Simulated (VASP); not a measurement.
Given:

```xyz
1
Lattice="-1.4857 1.4857 1.4857 1.4857 -1.4857 1.4857 1.4857 1.4857 -1.4857" Properties=species:S:1:pos:R:3 pbc="T T T"
V      0.0000     0.0000     0.0000
```

Computed with SCAN meta-GGA, VASP's PBE PAW potentials (set 64) (plane waves; VASP). Numerical set-up: 520 eV cut-off, 17×17×17 Γ-centred mesh, first-order Methfessel-Paxton smearing of 0.10 eV, potentials V_sv.

### Question
Estimate the energy per atom (σ→0), band gap (on the k-mesh) with the smallest direct gap where there is one.

### Answer

```yaml
band gap (on the k-mesh): none (metal, semimetal or under 0.01 eV)
energy per atom (σ→0): -17.470 eV/atom
```

Only differences to runs with the same potentials and settings are physical.

The compound is V in the bcc structure. It was relaxed first, which changed the volume by -6 %. The run is not spin-polarised, so no magnetic state was tried.
